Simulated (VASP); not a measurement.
Here is the system:

```xyz
2
Lattice="0.0000 3.0603 3.0603 3.0603 0.0000 3.0603 3.0603 3.0603 0.0000" Properties=species:S:1:pos:R:3 pbc="T T T"
Ga     0.0000     0.0000     0.0000
Sb     1.5301     1.5301     1.5301
```

Level of theory: SCAN meta-GGA, VASP's PBE PAW potentials (set 64) (plane waves; VASP 6.6.1). Settings: 520 eV cut-off, 12×12×12 Γ-centred mesh, tetrahedra with Blöchl corrections, potentials Ga_d Sb.

Task: Give the energies of bands 7 to 12 at the high-symmetry points, in eV from the Fermi level.

Result: 
```
band     Γ      X      U      L      W
----  ----  -----  -----  -----  -----
7     0.00  -7.16  -6.97  -6.66  -7.03
8     0.00  -2.71  -3.77  -1.23  -3.50
9     0.00  -2.71  -2.31  -1.23  -3.28
10    0.00   0.97   1.47   0.41   3.86
11    2.82   1.29   4.03   3.87   4.51
12    2.82   9.00   6.84   3.87   4.52
```

It has no gap at this level: it comes out as a metal or semimetal.

The compound is GaSb in the zinc blende structure. It was relaxed first.
